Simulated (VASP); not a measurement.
# Cs2YPbBr6 (Fm-3m) in VASP: further runs, part 2 of 2

VASP 6.6.1. Earlier steps stand in the parts before.

## Step 3: Single point, PBE

Input file INCAR:

```
ALGO = Normal
EDIFF = 1E-6
ENCUT = 520
GGA = PE
ISIF = 2
ISMEAR = -5
LASPH = True
LCHARG = True
LELF = True
LREAL = False
LVHAR = True
LWAVE = False
NBANDS = 54
NELM = 60
PREC = Accurate
SIGMA = 0.1
```

Input file KPOINTS:

```
k-points
0
Gamma
  3 3 3
```

Input file POSCAR:

```
Cs2YPbBr6
1.0
    0.0000000000      5.7075430000      5.7075430000
    5.7075430000      0.0000000000      5.7075430000
    5.7075430000      5.7075430000      0.0000000000
Pb Br Y Cs
1 6 1 2
Direct
    0.5000000000      0.5000000000      0.5000000000
    0.7554000000      0.2446000000      0.2446000000
    0.2446000000      0.7554000000      0.2446000000
    0.2446000000      0.7554000000      0.7554000000
    0.7554000000      0.2446000000      0.7554000000
    0.2446000000      0.2446000000      0.7554000000
    0.7554000000      0.7554000000      0.2446000000
    0.0000000000      0.0000000000      0.0000000000
    0.2500000000      0.2500000000      0.2500000000
    0.7500000000      0.7500000000      0.7500000000
```

Potentials or basis: VASP PAW PBE potentials, release 64 (Pb_d, Br, Y_sv, Cs_sv).

The run is started by

```bash
cat potpaw_PBE.64/Pb_d/POTCAR potpaw_PBE.64/Br/POTCAR potpaw_PBE.64/Y_sv/POTCAR potpaw_PBE.64/Cs_sv/POTCAR > POTCAR
mpirun -np 1 vasp_std > vasp.out
```

OUTCAR:

```text
EDIFF = 1E-6
   ENCUT = 520
   GGA = PE
   ISIF = 2
   ISMEAR = -5
   LASPH = True
   LREAL = False
   NELM = 60
   PREC = Accurate

 ion  position               nearest neighbor table
   1  0.500  0.500  0.500-   2 2.92   3 2.92   4 2.92   5 2.92   6 2.92   7 2.92
   2  0.755  0.245  0.245-   8 2.79   1 2.92
   3  0.245  0.755  0.245-   8 2.79   1 2.92
   4  0.245  0.755  0.755-   8 2.79   1 2.92
   5  0.755  0.245  0.755-   8 2.79   1 2.92
   6  0.245  0.245  0.755-   8 2.79   1 2.92
   7  0.755  0.755  0.245-   8 2.79   1 2.92
   8  0.000  0.000  0.000-   2 2.79   3 2.79   4 2.79   5 2.79   6 2.79   7 2.79
   9  0.250  0.250  0.250-
  10  0.750  0.750  0.750-

  LATTYP: Found a face centered cubic cell.
 ALAT       =    11.4150860000

  Lattice vectors:

 A1 = (   0.0000000000,   5.7075430000,   5.7075430000)
 A2 = (   5.7075430000,   0.0000000000,   5.7075430000)
 A3 = (   5.7075430000,   5.7075430000,   0.0000000000)

Analysis of symmetry for initial positions (statically):
=====================================================================
 Subroutine PRICEL returns:
 Original cell was already a primitive cell.

 Routine SETGRP: Setting up the symmetry group for a
 face centered cubic supercell.

 Subroutine GETGRP returns: Found 48 space group operations
 (whereof 48 operations were pure point group operations)
 out of a pool of 48 trial point group operations.

The static configuration has the point symmetry O_h .

Analysis of symmetry for dynamics (positions and initial velocities):
=====================================================================
 Subroutine PRICEL returns:
 Original cell was already a primitive cell.
[... 128 lines left out ...]
  Thomas-Fermi vector in A             =   2.133364
   LORBIT       =      0    0 simple, 1 ext, 2 COOP (PROOUT), +10 PAW based schemes
   GGA     = PE    functional components
   LHFCALC =     F    Hartree Fock is set to
   AEXX    =    0.0000 exact exchange contribution
   IVDW    =     0    specifies the selected vdW correction
   LEPSILON=     F    determine dielectric tensor
   LRPA    =     F    only Hartree local field effects (RPA)
 non-spin polarized calculation
 Fermi weights with tetrahedron method with Bloechl corrections
  energy-cutoff  :      520.00
  volume of cell :      371.86
 maximum number of plane-waves:     10053
   NGX = 29   NGY = 29   NGZ = 29

 number of electron      85.0000004 magnetization

 Free energy of the ion-electron system (eV)
  ---------------------------------------------------
  ext. energy  EPLUGINS =         0.00000000
  ---------------------------------------------------
  free energy    TOTEN  =       -36.16848942 eV

  energy without entropy =      -36.16848942  energy(sigma->0) =      -36.16848942

 E-fermi :   4.1585     XC(G=0):  -7.9785

 val. band max:        3.8869578006   @ k =   0.3333   0.0000   0.0000
 cond. band min:       4.1673701110   @ k =  -0.3333   0.3333   0.0000
 fundamental gap:      0.2804123104
 Fermi energy:         4.1585233325

 k-point     1 :       0.0000    0.0000    0.0000
  band No.  band energies     occupation
      1     -40.7388      2.00000
      2     -20.8038      2.00000
      3     -20.8038      2.00000
      4     -20.8038      2.00000
      5     -19.8639      2.00000
      6     -19.8591      2.00000
[... 217 lines left out ...]
     53       6.9584      0.00000
     54       6.9796      0.00000

------------------------ aborting loop because EDIFF is reached ----------------------------------------

  FORCE on cell =-STRESS in cart. coord.  units (eV):
  Direction    XX          YY          ZZ          XY          YZ          ZX
  --------------------------------------------------------------------------------------
  -------------------------------------------------------------------------------------
  Total        6.2854082      6.2854082      6.2854082      0.0000000      0.0000000     -0.0000000
  in kB       27.0811125     27.0811125     27.0811125      0.0000000      0.0000000     -0.0000000
  external PRESSURE =      27.0811125 kB  Pullay stress =       0.0000000 kB

 VOLUME and BASIS-vectors are now :
 -----------------------------------------------------------------------------
  energy-cutoff  :      520.00
  volume of cell :      371.86
      direct lattice vectors                 reciprocal lattice vectors
     0.000000000  5.707543000  5.707543000    -0.087603370  0.087603370  0.087603370
     5.707543000  0.000000000  5.707543000     0.087603370 -0.087603370  0.087603370
     5.707543000  5.707543000  0.000000000     0.087603370  0.087603370 -0.087603370

 POSITION                                       TOTAL-FORCE (eV/Angst)
 -----------------------------------------------------------------------------------
      5.70754      5.70754      5.70754        -0.000000      0.000000     -0.000000
      2.79213      5.70754      5.70754        -0.458097      0.000000     -0.000000
      5.70754      2.79213      5.70754        -0.000000     -0.458097     -0.000000
      8.62296      5.70754      5.70754         0.458097      0.000000     -0.000000
      5.70754      8.62296      5.70754        -0.000000      0.458097     -0.000000
      5.70754      5.70754      2.79213        -0.000000      0.000000     -0.458097
      5.70754      5.70754      8.62296        -0.000000      0.000000      0.458097
      0.00000      0.00000      0.00000        -0.000000      0.000000     -0.000000
      2.85377      2.85377      2.85377         0.000000      0.000000     -0.000000
      8.56131      8.56131      8.56131        -0.000000      0.000000     -0.000000
 -----------------------------------------------------------------------------------
    total drift:                                0.000000      0.000000      0.000000

  FREE ENERGIE OF THE ION-ELECTRON SYSTEM (eV)
  ---------------------------------------------------
  free  energy   TOTEN  =       -36.1684894166 eV

  energy  without entropy=      -36.1684894166  energy(sigma->0) =      -36.16848942
```

Run time: 4.3 min. Hardware: 1 thread of AMD EPYC 7R43 (Zen 3), shared host; peak memory 0.51 GiB.

What came out:

| Quantity | Value |
| --- | --- |
| Free energy | -36.1685 eV |
| Pressure | 2.7 GPa |
| Largest force | 0.458 eV/Å |
| Band gap on the k mesh | none (metal or under the smearing width) |

Forces on the atoms (eV/Å):
```
Pb   0.000  0.000  0.000
Br  -0.458  0.000  0.000
Br   0.000 -0.458  0.000
Br   0.458  0.000  0.000
Br   0.000  0.458  0.000
Br   0.000  0.000 -0.458
Br   0.000  0.000  0.458
Y    0.000  0.000  0.000
Cs   0.000  0.000  0.000
Cs   0.000  0.000  0.000
```

Levels at points of the mesh, in eV from the Fermi level:
```tsv
k point	band 38	band 39	band 40	band 41	band 42	band 43	band 44	band 45	band 46	band 47
(0.00, 0.00, 0.00)	-4.79	-4.79	-4.41	-4.41	-4.41	0.17	0.17	0.17	0.37	0.37
```

Caveat: an odd number of electrons without spin polarisation forces a metal; a magnetic or distorted state may lie lower; tetrahedron occupations give inexact forces and stress in metals.

## Step 4: Single point, PBE

Input file INCAR:

```
ALGO = Normal
EDIFF = 1E-7
ENCUT = 520
GGA = PE
ISIF = 2
ISMEAR = 1
LASPH = T
LCHARG = F
LREAL = F
LWAVE = F
NBANDS = 54
NELECT = 86.0
NELM = 80
PREC = Accurate
SIGMA = 0.15
```

KPOINTS is that of step 3.

POSCAR is that of step 3.

Potentials or basis: VASP PAW PBE potentials, release 64 (Pb_d, Br, Y_sv, Cs_sv).

The run is started by

```bash
cat potpaw_PBE.64/Pb_d/POTCAR potpaw_PBE.64/Br/POTCAR potpaw_PBE.64/Y_sv/POTCAR potpaw_PBE.64/Cs_sv/POTCAR > POTCAR
mpirun -np 1 vasp_std > vasp.out
```

OUTCAR:

```text
EDIFF = 1E-7
   ENCUT = 520
   GGA = PE
   ISIF = 2
   ISMEAR = 1
   LASPH = T
   LREAL = F
   NELECT = 86.0
   NELM = 80
   PREC = Accurate

 ion  position               nearest neighbor table
   1  0.500  0.500  0.500-   2 2.92   3 2.92   4 2.92   5 2.92   6 2.92   7 2.92
   2  0.755  0.245  0.245-   8 2.79   1 2.92
   3  0.245  0.755  0.245-   8 2.79   1 2.92
   4  0.245  0.755  0.755-   8 2.79   1 2.92
   5  0.755  0.245  0.755-   8 2.79   1 2.92
   6  0.245  0.245  0.755-   8 2.79   1 2.92
   7  0.755  0.755  0.245-   8 2.79   1 2.92
   8  0.000  0.000  0.000-   2 2.79   3 2.79   4 2.79   5 2.79   6 2.79   7 2.79
   9  0.250  0.250  0.250-
  10  0.750  0.750  0.750-

  LATTYP: Found a face centered cubic cell.
 ALAT       =    11.4150860000

  Lattice vectors:

 A1 = (   0.0000000000,   5.7075430000,   5.7075430000)
 A2 = (   5.7075430000,   0.0000000000,   5.7075430000)
 A3 = (   5.7075430000,   5.7075430000,   0.0000000000)

Analysis of symmetry for initial positions (statically):
=====================================================================
 Subroutine PRICEL returns:
 Original cell was already a primitive cell.

 Routine SETGRP: Setting up the symmetry group for a
 face centered cubic supercell.

 Subroutine GETGRP returns: Found 48 space group operations
 (whereof 48 operations were pure point group operations)
 out of a pool of 48 trial point group operations.

The static configuration has the point symmetry O_h .

Analysis of symmetry for dynamics (positions and initial velocities):
=====================================================================
 Subroutine PRICEL returns:
 Original cell was already a primitive cell.

 Routine SETGRP: Setting up the symmetry group for a
 face centered cubic supercell.

 Subroutine GETGRP returns: Found 48 space group operations
 (whereof 48 operations were pure point group operations)
 out of a pool of 48 trial point group operations.

The dynamic configuration has the point symmetry O_h .

 Subroutine INISYM returns: Found 48 space group operations
 (whereof 48 operations are pure point group operations),
 and found     1 'primitive' translations

----------------------------------------------------------------------------------------

                                     Primitive cell

  volume of cell :     371.8584

  direct lattice vectors                    reciprocal lattice vectors
     0.000000000  5.707543000  5.707543000    -0.087603370  0.087603370  0.087603370
     5.707543000  0.000000000  5.707543000     0.087603370 -0.087603370  0.087603370
     5.707543000  5.707543000  0.000000000     0.087603370  0.087603370 -0.087603370

  length of vectors
     8.071684718  8.071684718  8.071684718     0.151733487  0.151733487  0.151733487

  position of ions in fractional coordinates (direct lattice)
     0.500000000  0.500000000  0.500000000
     0.755400000  0.244600000  0.244600000
     0.244600000  0.755400000  0.244600000
     0.244600000  0.755400000  0.755400000
[... 44 lines left out ...]
 Found      4 irreducible k-points:

 Following reciprocal coordinates:
            Coordinates               Weight
  0.000000  0.000000  0.000000      1.000000
  0.333333  0.000000  0.000000      8.000000
  0.333333  0.333333  0.000000      6.000000
 -0.333333  0.333333  0.000000     12.000000
   k-points           NKPTS =      4   k-points in BZ     NKDIM =      4   number of bands    NBANDS=     54
   number of dos      NEDOS =    301   number of ions     NIONS =     10
   total plane-waves  NPLWV = 216000
   dimension x,y,z NGX =    60 NGY =   60 NGZ =   60
   dimension x,y,z NGXF=   120 NGYF=  120 NGZF=  120
   ions per type =               1   6   1   2
   NGX,Y,Z   is equivalent  to a cutoff of  12.36, 12.36, 12.36 a.u.
   NGXF,Y,Z  is equivalent  to a cutoff of  24.72, 24.72, 24.72 a.u.
 SYSTEM =  unknown system
   PREC   = accura    normal or accurate (medium, high low for compatibility)
   ISTART =      0    job   : 0-new  1-cont  2-samecut
   ICHARG =      2    charge: 1-file 2-atom 10-const
   ISPIN  =      1    spin polarized calculation?
   LNONCOLLINEAR =      F non collinear calculations
   LSORBIT =      F    spin-orbit coupling
   LASPH  =      T    aspherical Exc in radial PAW
   ENCUT  =  520.0 eV  38.22 Ry    6.18 a.u.  15.01 15.01 15.01*2*pi/ulx,y,z
   NELM   =     80;   NELMIN=  2; NELMDL= -5     # of ELM steps
   EDIFF  = 0.1E-06   stopping-criterion for ELM
   LREAL  =      F    real-space projection
   EDIFFG = 0.1E-05   stopping-criterion for IOM
   NSW    =      0    number of steps for IOM
   IBRION =     -1    ionic relax: 0-MD 1-quasi-New 2-CG
   NFREE  =      0    steps in history (QN), initial steepest desc. (CG)
   ISIF   =      2    stress and relaxation
   ISYM   =      2    0-nonsym 1-usesym 2-fastsym
   POTIM  = 0.5000    time-step for ionic-motion
   TEBEG  =    0.0;   TEEND  =   0.0 temperature during run
   PSTRESS=    0.0 pullay stress
   NELECT =      86.0000    total number of electrons
   NUPDOWN=      -1.0000    fix difference up-down
   EMIN   =  10.00;   EMAX   =-10.00  energy-range for DOS
   EFERMI =   0.00;   METHOD = LEGACY
   ISMEAR =     1;   SIGMA  =   0.15  broadening in eV -4-tet -1-fermi 0-gaus
   EFERMI_NEDOS =   21; number of points for ismear=-14 and -15
   IALGO  =     38    algorithm
   IMIX   =      4    mixing-type and parameters
     AMIX     =   0.40;   BMIX     =  1.00
     AMIX_MAG =   1.60;   BMIX_MAG =  1.00
  volume/ion in A,a.u.               =      37.19       250.94
  Fermi-wavevector in a.u.,A,eV,Ry     =   1.004882  1.898952 13.739001  1.009788
  Thomas-Fermi vector in A             =   2.137526
   LORBIT       =      0    0 simple, 1 ext, 2 COOP (PROOUT), +10 PAW based schemes
   GGA     = PE    functional components
   LHFCALC =     F    Hartree Fock is set to
   AEXX    =    0.0000 exact exchange contribution
   IVDW    =     0    specifies the selected vdW correction
   LEPSILON=     F    determine dielectric tensor
   LRPA    =     F    only Hartree local field effects (RPA)
 non-spin polarized calculation
 Methfessel and Paxton  Order N= 1 SIGMA  =   0.15
  energy-cutoff  :      520.00
  volume of cell :      371.86
 maximum number of plane-waves:     10053
   NGX = 29   NGY = 29   NGZ = 29

 number of electron      86.0000004 magnetization

 Free energy of the ion-electron system (eV)
  ---------------------------------------------------
  ext. energy  EPLUGINS =         0.00000000
  ---------------------------------------------------
  free energy    TOTEN  =       -31.82443367 eV

  energy without entropy =      -31.79676810  energy(sigma->0) =      -31.81521181

 E-fermi :   4.4856     XC(G=0):  -8.0842

 val. band max:        4.4833370224   @ k =   0.3333   0.0000   0.0000
 cond. band min:       4.5796472238   @ k =   0.0000   0.0000   0.0000
 fundamental gap:      0.0963102015
 Fermi energy:         4.4856336699

 k-point     1 :       0.0000    0.0000    0.0000
  band No.  band energies     occupation
      1     -39.9731      2.00000
      2     -20.1886      2.00000
      3     -20.1840      2.00000
      4     -20.0947      2.00000
      5     -20.0947      2.00000
      6     -20.0947      2.00000
[... 217 lines left out ...]
     53       6.6949     -0.00000
     54       6.7222     -0.00000

------------------------ aborting loop because EDIFF is reached ----------------------------------------

  FORCE on cell =-STRESS in cart. coord.  units (eV):
  Direction    XX          YY          ZZ          XY          YZ          ZX
  --------------------------------------------------------------------------------------
  -------------------------------------------------------------------------------------
  Total       14.3411741     14.3411741     14.3411741     -0.0000000      0.0000000     -0.0000000
  in kB       61.7899321     61.7899321     61.7899321     -0.0000000      0.0000000     -0.0000000
  external PRESSURE =      61.7899321 kB  Pullay stress =       0.0000000 kB

 VOLUME and BASIS-vectors are now :
 -----------------------------------------------------------------------------
  energy-cutoff  :      520.00
  volume of cell :      371.86
      direct lattice vectors                 reciprocal lattice vectors
     0.000000000  5.707543000  5.707543000    -0.087603370  0.087603370  0.087603370
     5.707543000  0.000000000  5.707543000     0.087603370 -0.087603370  0.087603370
     5.707543000  5.707543000  0.000000000     0.087603370  0.087603370 -0.087603370

 POSITION                                       TOTAL-FORCE (eV/Angst)
 -----------------------------------------------------------------------------------
      5.70754      5.70754      5.70754         0.000000     -0.000000      0.000000
      2.79213      5.70754      5.70754        -0.622237     -0.000000      0.000000
      5.70754      2.79213      5.70754         0.000000     -0.622237      0.000000
      8.62296      5.70754      5.70754         0.622237     -0.000000      0.000000
      5.70754      8.62296      5.70754         0.000000      0.622237      0.000000
      5.70754      5.70754      2.79213         0.000000     -0.000000     -0.622237
      5.70754      5.70754      8.62296         0.000000     -0.000000      0.622237
      0.00000      0.00000      0.00000         0.000000     -0.000000      0.000000
      2.85377      2.85377      2.85377         0.000000     -0.000000     -0.000000
      8.56131      8.56131      8.56131         0.000000      0.000000     -0.000000
 -----------------------------------------------------------------------------------
    total drift:                                0.000000      0.000000      0.000000

  FREE ENERGIE OF THE ION-ELECTRON SYSTEM (eV)
  ---------------------------------------------------
  free  energy   TOTEN  =       -31.8244336661 eV

  energy  without entropy=      -31.7967681020  energy(sigma->0) =      -31.81521181
```

Wall time 4.4 min (1 thread of AMD EPYC 7R43 (Zen 3), shared host); peak memory 0.51 GiB.

Results:

* Free energy: -31.8244 eV
* Largest force: 0.622 eV/Å
* Band gap on the k mesh: none (metal or under the smearing width)

Forces in eV/Å, atoms in the order of the input:
```
Pb   0.000  0.000  0.000
Br  -0.622  0.000  0.000
Br   0.000 -0.622  0.000
Br   0.622  0.000  0.000
Br   0.000  0.622  0.000
Br   0.000  0.000 -0.622
Br   0.000  0.000  0.622
Y    0.000  0.000  0.000
Cs   0.000  0.000  0.000
Cs   0.000  0.000  0.000
```

Caveat: the cell carries a net charge on a neutralising background, which shifts energy and pressure; the cell is charged against a uniform background, so pressure and absolute levels hang on convention.
